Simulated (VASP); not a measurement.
# Lattice of Re (Rhenium), functional by functional

Which functional gives which lattice for Re (Rhenium)? The starting structure is a measured crystal structure from the Crystallography Open Database.

Calculated with VASP 6.6.1; Kohn-Sham DFT with plane waves and PAW; PBEsol, r2SCAN, PBE and LDA.

## Step 1: Set-up

The structure is hexagonal, space group P6_3/mmc (No. 194). Conventional cell: a = 2.761 Å, b = 2.761 Å, c = 4.458 Å, α = 90.00°, β = 90.00°, γ = 120.00°. Nearest to Re lie 12 Re at 2.74 to 2.76 Å.

Structure file:

```cif
data_structure
_symmetry_space_group_name_H-M 'P6_3/mmc'
_symmetry_Int_Tables_number 194
_cell_length_a 2.7608
_cell_length_b 2.7608
_cell_length_c 4.4582
_cell_angle_alpha 90.000
_cell_angle_beta 90.000
_cell_angle_gamma 120.000
_cell_volume 29.43
loop_
_atom_site_label
_atom_site_type_symbol
_atom_site_symmetry_multiplicity
_atom_site_Wyckoff_symbol
_atom_site_fract_x
_atom_site_fract_y
_atom_site_fract_z
_atom_site_occupancy
Re1 Re 2 c 0.66667 0.33333 0.75000 1
```

## Step 2: Relaxation with PBEsol

PBEsol restores the gradient expansion of exchange and is tuned for the cells of solids. This run starts from the cell of an earlier relaxation, which isn't shown; the restart sets up the plane waves anew.

INCAR

```
SYSTEM = Re
PREC = Accurate
ENCUT = 520
EDIFF = 1E-07
NELM = 100
ISMEAR = 1
SIGMA = 0.15
LREAL = .FALSE.
ALGO = Normal
GGA = PS
NBANDS = 13
LASPH = .TRUE.
LORBIT = 11
LWAVE = .FALSE.
LCHARG = .FALSE.
KPAR = 4
IBRION = 2
NSW = 50
ISIF = 3
EDIFFG = -0.005
```

POSCAR

```
Re
1.0
    2.7505967571      0.0000000000      0.0000000000
   -1.3752983786      2.3820866673      0.0000000000
    0.0000000000      0.0000000000      4.4418015686
Re
2
Direct
    0.6666666667      0.3333333333      0.7500000000
    0.3333333333      0.6666666667      0.2500000000
```

KPOINTS

```
Automatic mesh
0
Gamma
20 20 12
0 0 0
```

The projector-augmented-wave data sets are Re (PBE family, release 64).

Started as:

```sh
$ mpirun -np 4 vasp_std
```

The log of the run:

```text
[banner, memory and clock lines left out]
running    4 mpi-ranks, on    1 nodes
 distrk:  each k-point on    1 cores,    4 groups
 distr:  one band on    1 cores,    1 groups

 POSCAR found type information on POSCAR Re
 POSCAR found :  1 types and       2 ions
|                                                                             |
|               ----> ADVICE to this user running VASP <----                  |
|                                                                             |
|     You enforced a specific xc type in the INCAR file but a different       |
|     [... a line on the potential file left out ...]
|     I HOPE YOU KNOW WHAT YOU ARE DOING!                                     |
|                                                                             |

 LDA part: xc-table for (Slater+PW92), standard interpolation
 POSCAR, INCAR and KPOINTS ok, starting setup
 FFT: planning ... GRIDC
 FFT: planning ... GRID_SOFT
 FFT: planning ... GRID
 WAVECAR not read
 entering main loop
       N       E                     dE             d eps       ncg     rms          rms(c)
DAV:   1     0.228053730490E+02    0.22805E+02   -0.68408E+03 15612   0.133E+03
DAV:   2    -0.262993644845E+02   -0.49105E+02   -0.42699E+02 13508   0.302E+02
DAV:   3    -0.282171461013E+02   -0.19178E+01   -0.17398E+01 13934   0.696E+01
DAV:   4    -0.282460073882E+02   -0.28861E-01   -0.28541E-01 12856   0.521E+00
DAV:   5    -0.282464521688E+02   -0.44478E-03   -0.44464E-03 13640   0.961E-01    0.454E+01
DAV:   6    -0.271219525027E+02    0.11245E+01   -0.96177E-01 14087   0.272E+01    0.188E+01
DAV:   7    -0.267505315738E+02    0.37142E+00   -0.65215E-01 14277   0.218E+01    0.520E-01
DAV:   8    -0.267386511656E+02    0.11880E-01   -0.76134E-03 13068   0.750E-01    0.148E-01
DAV:   9    -0.267375924605E+02    0.10587E-02   -0.54844E-04 14732   0.248E-01    0.434E-02
DAV:  10    -0.267375975168E+02   -0.50563E-05   -0.56560E-05 13226   0.927E-02    0.155E-02
DAV:  11    -0.267375982280E+02   -0.71125E-06   -0.52284E-07 11055   0.182E-02    0.209E-03
DAV:  12    -0.267375979466E+02    0.28146E-06   -0.15695E-07  8738   0.796E-03    0.706E-04
DAV:  13    -0.267375979392E+02    0.73758E-08   -0.34477E-08  6809   0.543E-03
   1 F= -.26737598E+02 E0= -.26737647E+02  d E =-.267376E+02
 curvature:   0.00 expect dE= 0.000E+00 dE for cont linesearch  0.000E+00
 trial: gam= 0.00000 g(F)=  0.310E-49 g(S)=  0.148E-05 ort = 0.000E+00 (trialstep = 0.100E+01)
 search vector abs. value=  0.148E-05
 reached required accuracy - stopping structural energy minimisation
```

The job ended after 17 s (4 MPI ranks of Intel Xeon 6975P-C (Granite Rapids), shared host; peak memory 0.84 GiB).

Lines that name or quote the potential files are left out of all logs, and their timing lines are given in words.

Parts of OUTCAR (step 2):

```text
ion  position               nearest neighbor table
   1  0.667  0.333  0.750-   2 2.73   2 2.73   2 2.73   2 2.73   2 2.73   2 2.73
   2  0.333  0.667  0.250-   1 2.73   1 2.73   1 2.73   1 2.73   1 2.73   1 2.73

  LATTYP: Found a hexagonal cell.
 ALAT       =     2.7505967571
 C/A-ratio  =     1.6148501437

 Subroutine GETGRP returns: Found 24 space group operations
 (whereof 12 operations were pure point group operations)

The static configuration has the point symmetry D_3d.
 The point group associated with its full space group is D_6h.

 Found    308 irreducible k-points:

   k-points           NKPTS =    308   k-points in BZ     NKDIM =    308   number of bands    NBANDS=     13

   dimension x,y,z NGX =    20 NGY =   20 NGZ =   36
   dimension x,y,z NGXF=    40 NGYF=   40 NGZF=   72

   ENCUT  =  520.0 eV  38.22 Ry    6.18 a.u.   5.11  5.11  8.26*2*pi/ulx,y,z

   NELECT =      14.0000    total number of electrons

 k-points in reciprocal lattice and weights: Automatic mesh
   0.00000000  0.00000000  0.00000000       0.000
   0.05000000 -0.00000000  0.00000000       0.001
   0.10000000  0.00000000  0.00000000       0.001
   0.15000000  0.00000000  0.00000000       0.001
   0.20000000  0.00000000  0.00000000       0.001
   0.25000000  0.00000000  0.00000000       0.001
   0.30000000  0.00000000  0.00000000       0.001
   0.35000000  0.00000000  0.00000000       0.001
   0.40000000 -0.00000000  0.00000000       0.001
[...]
0.30000000  0.30000000  0.50000000       0.001
   0.35000000  0.30000000  0.50000000       0.001

 average (electrostatic) potential at core
       1 -38.8086       2 -38.8086

 E-fermi :   7.8419

 k-point     1 :       0.0000    0.0000    0.0000
  band No.  band energies     occupation
    ...
      3       6.2414      2.00000
      4       6.2414      2.00000
      5       6.2431      2.00000
      6       7.0964      2.00000
      7       7.0964      2.00000
      8       8.0413     -0.06798
      9       8.0413     -0.06798
     10       8.4903     -0.00000
     11      11.2769      0.00000
     12      11.2769      0.00000
    ...

 k-point     2 :       0.0500   -0.0000    0.0000
  band No.  band energies     occupation
    ...
      4       6.3371      2.00000
      5       6.5396      2.00000
      6       7.0195      2.00000
      7       7.1870      2.00000
      8       7.8444      0.97123
      9       7.9584      0.03209
     10       8.1950     -0.00433
     11      11.3339      0.00000
     12      11.7734      0.00000
     13      17.9990      0.00000

 k-point     3 :       0.1000    0.0000    0.0000
  band No.  band energies     occupation
    ...
      5       6.7363      2.00000
      6       6.9277      2.00000
      7       7.0577      2.00000
      8       7.4555      2.00164
      9       7.7359      1.92409
     10       7.9553      0.04385
     11      11.4809      0.00000
     12      12.8213      0.00000
     13      17.9703      0.00000

  Total       -0.0044072     -0.0044072      0.0047245      0.0000000      0.0000000      0.0000000
  in kB       -0.2426233     -0.2426233      0.2600901      0.0000000      0.0000000      0.0000000
  external PRESSURE =      -0.0750521 kB  Pullay stress =       0.0000000 kB

  energy-cutoff  :      520.00
  volume of cell :       29.10
      direct lattice vectors                 reciprocal lattice vectors
     2.750596757  0.000000000  0.000000000     0.363557471  0.209900004  0.000000000
    -1.375298379  2.382086667  0.000000000     0.000000000  0.419800007  0.000000000
     0.000000000  0.000000000  4.441801569     0.000000000  0.000000000  0.225133875

 POSITION                                       TOTAL-FORCE (eV/Angst)
 -----------------------------------------------------------------------------------
      1.37530      0.79403      3.33135         0.000000     -0.000000      0.000000
     -0.00000      1.58806      1.11045        -0.000000      0.000000      0.000000
 -----------------------------------------------------------------------------------
    total drift:                               -0.000000      0.000000     -0.000000

  FREE ENERGIE OF THE ION-ELECTRON SYSTEM (eV)
  ---------------------------------------------------
  free  energy   TOTEN  =       -26.7375979392 eV

  energy  without entropy=      -26.7377449020  energy(sigma->0) =      -26.73764693

 reached required accuracy - stopping structural energy minimisation

 total charge
# of ion       s       p       d       tot
------------------------------------------
    1        0.631   0.686   4.887   6.204
    2        0.631   0.686   4.887   6.204
--------------------------------------------------
tot          1.263   1.371   9.773  12.408

[... 3 further parts left out ...]
```

The PAW data sets were made with PBE, which is usual practice but a small mismatch for other functionals. The data set Re keeps the semicore shell frozen, which is cheaper and a little less accurate. The run keeps the 24 symmetry operations of its start, so it cannot find a distortion of lower symmetry.

With PBEsol the relaxed cell holds 14.552 Å³ an atom, -1.10 % against the measured cell, with a = 2.751 Å and c = 4.442 Å.

## Step 3: Relaxation with r2SCAN

r2SCAN adds the kinetic-energy density, costs more than a GGA and is run with LASPH. This run starts from the cell of an earlier relaxation, which isn't shown; the restart sets up the plane waves anew.

INCAR, as its differences from that of step 2:

```diff
@@ -9,5 +9,5 @@
 ALGO = Normal
-GGA = PS
+METAGGA = R2SCAN
+LASPH = .TRUE.
 NBANDS = 13
-LASPH = .TRUE.
 LORBIT = 11
```

POSCAR

```
Re
1.0
    2.7581208751      0.0000000000      0.0000000000
   -1.3790604376      2.3886027446      0.0000000000
    0.0000000000      0.0000000000      4.4615981007
Re
2
Direct
    0.6666666667      0.3333333333      0.7500000000
    0.3333333333      0.6666666667      0.2500000000
```

KPOINTS is that of step 2.

Started as:

```sh
$ mpirun -np 4 vasp_std
```

The log of the run:

```text
[banner, memory and clock lines left out]
running    4 mpi-ranks, on    1 nodes
[...]
[... a notice as in an earlier step ...]

 LDA part: xc-table for (None), standard interpolation
 POSCAR, INCAR and KPOINTS ok, starting setup
[...]
entering main loop
       N       E                     dE             d eps       ncg     rms          rms(c)
DAV:   1    -0.518889345816E+02   -0.51889E+02   -0.71735E+03 15494   0.139E+03
DAV:   2    -0.103772645773E+03   -0.51884E+02   -0.44523E+02 13495   0.318E+02
DAV:   3    -0.106081002535E+03   -0.23084E+01   -0.20683E+01 13911   0.797E+01
DAV:   4    -0.106117638544E+03   -0.36636E-01   -0.36085E-01 12771   0.622E+00
[...]
DAV:  13    -0.104900709457E+03    0.84470E-06   -0.47695E-08  7199   0.112E-02    0.241E-03
DAV:  14    -0.104900709598E+03   -0.14119E-06   -0.12841E-08  6669   0.399E-03    0.121E-03
DAV:  15    -0.104900709642E+03   -0.43799E-07   -0.89878E-09  6159   0.401E-03
   1 F= -.10490071E+03 E0= -.10490074E+03  d E =-.104901E+03
[...]
reached required accuracy - stopping structural energy minimisation
```

Run time: 56 s. Hardware: 4 MPI ranks; peak memory 0.92 GiB; 3.7 min of CPU time.

OUTCAR, selected parts (step 3):

```text
  Total        0.0013225      0.0013225      0.0052267     -0.0000000      0.0000000      0.0000000
  in kB        0.0720854      0.0720854      0.2848992     -0.0000000      0.0000000      0.0000000
  external PRESSURE =       0.1430233 kB  Pullay stress =       0.0000000 kB

 POSITION                                       TOTAL-FORCE (eV/Angst)
 -----------------------------------------------------------------------------------
      1.37906      0.79620      3.34620        -0.000000      0.000000      0.000000
     -0.00000      1.59240      1.11540         0.000000     -0.000000      0.000000
 -----------------------------------------------------------------------------------
    total drift:                                0.000000     -0.000000     -0.000000

  FREE ENERGIE OF THE ION-ELECTRON SYSTEM (eV)
  ---------------------------------------------------
  free  energy   TOTEN  =      -104.9007096423 eV

  energy  without entropy=     -104.9008130931  energy(sigma->0) =     -104.90074413

[... 2 parts as in an earlier step ...]

[... 2 further parts left out ...]
[key lines of the parts left out:]
E-fermi :   7.6869
```

With r2SCAN the relaxed cell holds 14.697 Å³ an atom, -0.12 % against the measured cell, with a = 2.758 Å and c = 4.462 Å. That is +1.00 % from PBEsol.

## Step 4: Relaxation with PBE

PBE, the usual starting point, adds the gradient of the density. This run starts from the cell of an earlier relaxation, which isn't shown; the restart sets up the plane waves anew.

INCAR, as its differences from that of step 3:

```diff
@@ -9,5 +9,5 @@
 ALGO = Normal
-METAGGA = R2SCAN
+GGA = PE
+NBANDS = 13
 LASPH = .TRUE.
-NBANDS = 13
 LORBIT = 11
```

POSCAR

```
Re
1.0
    2.7738405524      0.0000000000      0.0000000000
   -1.3869202762      2.4022163844      0.0000000000
    0.0000000000      0.0000000000      4.4800172049
Re
2
Direct
    0.6666666667      0.3333333333      0.7500000000
    0.3333333333      0.6666666667      0.2500000000
```

KPOINTS is that of step 3.

Started as:

```sh
$ mpirun -np 4 vasp_std
```

The log of the run:

```text
[banner, memory and clock lines left out]
running    4 mpi-ranks, on    1 nodes
[...]
LDA part: xc-table for (Slater+PW92), standard interpolation
 POSCAR, INCAR and KPOINTS ok, starting setup
[...]
entering main loop
       N       E                     dE             d eps       ncg     rms          rms(c)
DAV:   1     0.240849108972E+02    0.24085E+02   -0.68140E+03 15580   0.133E+03
DAV:   2    -0.241249152259E+02   -0.48210E+02   -0.41465E+02 13506   0.296E+02
DAV:   3    -0.262411474474E+02   -0.21162E+01   -0.18939E+01 14100   0.733E+01
DAV:   4    -0.262776868753E+02   -0.36539E-01   -0.36203E-01 12751   0.584E+00
[...]
DAV:  11    -0.248512218157E+02   -0.14285E-05   -0.64589E-07 11631   0.226E-02    0.232E-03
DAV:  12    -0.248512211461E+02    0.66964E-06   -0.13170E-07  8500   0.963E-03    0.459E-04
DAV:  13    -0.248512211071E+02    0.39000E-07   -0.39579E-08  6980   0.505E-03
   1 F= -.24851221E+02 E0= -.24851252E+02  d E =-.248512E+02
[...]
reached required accuracy - stopping structural energy minimisation
```

Run time: 15 s. Hardware: 4 MPI ranks; peak memory 0.92 GiB.

OUTCAR, selected parts (step 4):

```text
  Total       -0.0046113     -0.0046113      0.0076265      0.0000000     -0.0000000      0.0000000
  in kB       -0.2474902     -0.2474902      0.4093206      0.0000000     -0.0000000      0.0000000
  external PRESSURE =      -0.0285533 kB  Pullay stress =       0.0000000 kB

 POSITION                                       TOTAL-FORCE (eV/Angst)
 -----------------------------------------------------------------------------------
      1.38692      0.80074      3.36001         0.000000     -0.000000      0.000000
     -0.00000      1.60148      1.12000        -0.000000      0.000000      0.000000
 -----------------------------------------------------------------------------------
    total drift:                               -0.000000      0.000000     -0.000000

  FREE ENERGIE OF THE ION-ELECTRON SYSTEM (eV)
  ---------------------------------------------------
  free  energy   TOTEN  =       -24.8512211071 eV

  energy  without entropy=      -24.8513140538  energy(sigma->0) =      -24.85125209

[... 2 parts as in an earlier step ...]

[... 2 further parts left out ...]
[key lines of the parts left out:]
E-fermi :   7.6984
```

With PBE the relaxed cell holds 14.926 Å³ an atom, +1.44 % against the measured cell, with a = 2.774 Å and c = 4.480 Å. That is +2.57 % from PBEsol.

## Step 5: Relaxation with LDA

LDA, the lowest rung, knows the local density alone. This run starts from the cell of an earlier relaxation, which isn't shown; the restart sets up the plane waves anew.

INCAR, as its differences from that of step 4:

```diff
@@ -9,3 +9,3 @@
 ALGO = Normal
-GGA = PE
+GGA = CA
 NBANDS = 13
```

POSCAR

```
Re
1.0
    2.7406709150      0.0000000000      0.0000000000
   -1.3703354575      2.3734906358      0.0000000000
    0.0000000000      0.0000000000      4.4220884304
Re
2
Direct
    0.6666666667      0.3333333333      0.7500000000
    0.3333333333      0.6666666667      0.2500000000
```

KPOINTS is that of step 4.

Potentials, in the order of the species: Re (LDA family, release 64).

Started as:

```sh
$ mpirun -np 4 vasp_std
```

The log of the run:

```text
[banner, memory and clock lines left out]
running    4 mpi-ranks, on    1 nodes
[...]
LDA part: xc-table for (Slater(with rela. corr.)+CA(PZ))
 , standard interpolation
 POSCAR, INCAR and KPOINTS ok, starting setup
[...]
entering main loop
       N       E                     dE             d eps       ncg     rms          rms(c)
DAV:   1     0.969893311229E+02    0.96989E+02   -0.60537E+03  9126   0.111E+03
DAV:   2    -0.216066990842E+02   -0.11860E+03   -0.10278E+03 12447   0.410E+02
DAV:   3    -0.288299284289E+02   -0.72232E+01   -0.63297E+01 13392   0.131E+02
DAV:   4    -0.289729759580E+02   -0.14305E+00   -0.14120E+00 13131   0.112E+01
[...]
DAV:  10    -0.275298275019E+02   -0.87583E-05   -0.46475E-05 12981   0.605E-02    0.231E-02
DAV:  11    -0.275298266224E+02    0.87958E-06   -0.83333E-07 13295   0.122E-02    0.115E-03
DAV:  12    -0.275298266230E+02   -0.60368E-09   -0.34138E-08  7119   0.170E-03
   1 F= -.27529827E+02 E0= -.27529877E+02  d E =-.275298E+02
[...]
reached required accuracy - stopping structural energy minimisation
```

The job ended after 11 s (4 MPI ranks; peak memory 0.8 GiB; 44 s of CPU time).

OUTCAR, selected parts (step 5):

```text
  Total        0.0016399      0.0016399      0.0007514      0.0000000      0.0000000     -0.0000000
  in kB        0.0913373      0.0913373      0.0418492      0.0000000      0.0000000     -0.0000000
  external PRESSURE =       0.0748413 kB  Pullay stress =       0.0000000 kB

 POSITION                                       TOTAL-FORCE (eV/Angst)
 -----------------------------------------------------------------------------------
      1.37034      0.79116      3.31657         0.000000      0.000000      0.000000
     -0.00000      1.58233      1.10552        -0.000000     -0.000000      0.000000
 -----------------------------------------------------------------------------------
    total drift:                               -0.000000      0.000000     -0.000000

  FREE ENERGIE OF THE ION-ELECTRON SYSTEM (eV)
  ---------------------------------------------------
  free  energy   TOTEN  =       -27.5298266230 eV

  energy  without entropy=      -27.5299787207  energy(sigma->0) =      -27.52987732

[... 2 parts as in an earlier step ...]

[... 2 further parts left out ...]
[key lines of the parts left out:]
E-fermi :   8.1263
```

With LDA the relaxed cell holds 14.383 Å³ an atom, -2.25 % against the measured cell, with a = 2.741 Å and c = 4.422 Å. That is -1.16 % from PBEsol.

## Step 6: Comparison

```csv
level,volume (Å³/atom),against the measured cell (%),a (Å),c (Å),pressure left (GPa),core minutes
PBEsol,14.552,-1.1,2.7506,4.4418,-0.01,3.52
r2SCAN,14.697,-0.12,2.7581,4.4616,0.01,16.0
PBE,14.926,1.44,2.7738,4.48,0.0,3.31
LDA,14.383,-2.25,2.7407,4.4221,0.01,5.12
```

Core minutes are wall time times ranks, summed over the relaxations behind a row (those for a bulk modulus apart), on shared hosts.

## Step 7: Outcome

- volume, PBEsol: 14.55 Å³/atom
- volume, r2SCAN: 14.70 Å³/atom
- volume, PBE: 14.93 Å³/atom
- volume, LDA: 14.38 Å³/atom

**Reading.** Across 4 levels the volume of Re (Rhenium) spans 3.8 %, from 14.38 Å³ an atom (LDA) to 14.93 Å³ (PBE). Against the measured volume of the starting structure, r2SCAN comes nearest (-0.1 %) and LDA lies farthest (-2.3 %). The measured cell holds zero-point expansion and, unless it was taken cold, thermal expansion, which the runs lack, so small differences decide nothing. Spin-orbit coupling is left out of all runs, which can matter with elements this heavy. All runs keep the symmetry of the start, so they can't find a distortion of lower symmetry.

[Lines on the potential files, build, host, timing and source positions are cut from VASP's logs without a mark.]

[Logs are printed without paths, hosts, clocks, repeated set-up lines and the standing remarks that a program may print on its own settings, such as how far it seeks lower states.]

[Hosts, paths, dates, database ids (printed as entryN), source tags and the programs' standing remarks are cut or masked in the printed files.]
